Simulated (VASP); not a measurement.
An input for Quantum ESPRESSO's pw.x (written as the equivalent of a VASP run, and not itself run):

```
&CONTROL
  calculation = 'vc-relax'
  pseudo_dir = './pseudo'
  outdir = './out'
  tprnfor = .true.
  tstress = .true.
  nstep = 40
  forc_conv_thr = 0.00078
/
&SYSTEM
  ibrav = 0
  nat = 4
  ntyp = 2
  ecutwfc = 84
  occupations = 'smearing'
  smearing = 'gaussian'
  degauss = 0.003675
  input_dft = 'pbesol'
/
&ELECTRONS
  conv_thr = 7.3e-08
  electron_maxstep = 100
/
&IONS
/
&CELL
  press = 100
/
ATOMIC_SPECIES
  Zn 65.380 Zn.upf
  S 32.060 S.upf
CELL_PARAMETERS angstrom
     3.5144060    0.0000000    0.0000000
    -1.7572030    3.0435643   -0.0000000
    -0.0000000    0.0000000    5.7376967
ATOMIC_POSITIONS crystal
  Zn   0.0000000  0.0000000  0.0000000
  Zn   1.0000000  0.0000000  0.5000000
  S    0.3333330  0.6666670  0.2500000
  S    0.6666670  0.3333330  0.7500000
K_POINTS automatic
  7 7 4 0 0 0
```

Write the VASP files for the same calculation (PBEsol).

Several could match; the one computed here: 
### KPOINTS
```
Regular mesh
0
gamma
7 7 4
0 0 0
```

**POSCAR**
```
ZnS
1.0
  3.5144060053   0.0000000000   0.0000000000
 -1.7572030025   3.0435642900   0.0000000000
  0.0000000000   0.0000000000   5.7376966573
Zn S
2 2
Cart
  0.0000000000   0.0000000000   0.0000000000
  3.5144060053   0.0000000000   2.8688483286
 -0.0000017571   2.0290438745   1.4344241643
  1.7572047599   1.0145204155   4.3032724930
```

**INCAR**
```
# general
SYSTEM  = ZnS
PREC    = Accurate
ENCUT   = 500
LREAL   = .FALSE.
LASPH   = .TRUE.

# electronic loop
EDIFF   = 1E-6
NELM    = 100
ALGO    = Normal
LMAXMIX = 4

# smearing
ISMEAR  = 0
SIGMA   = 0.05

# functional
GGA     = PS

# ions
IBRION  = 2
NSW     = 40
ISIF    = 3
EDIFFG  = -0.02
PSTRESS = 100

# output
LWAVE   = .FALSE.
LCHARG  = .FALSE.
```

POTCAR, in this order: Zn S (PBE.64 set). Program: vasp_std.

The two are equivalent in intent, not identical: the potentials are each code's own (VASP's PAW set, PseudoDojo norm-conserving files in pw.x), so ENCUT and ecutwfc are chosen apart and not converted; conv_thr bounds pw.x's estimated SCF error, while EDIFF bounds the energy change between steps; forc_conv_thr acts on force components and is met together with etot_conv_thr.

The structure was generated: ZnS was put into the NiAs type type (P6_3/mmc), which need not be its known phase. This run relaxes it under an external pressure of 10 GPa. Symmetry was kept, so distortions that lower it aren't found.
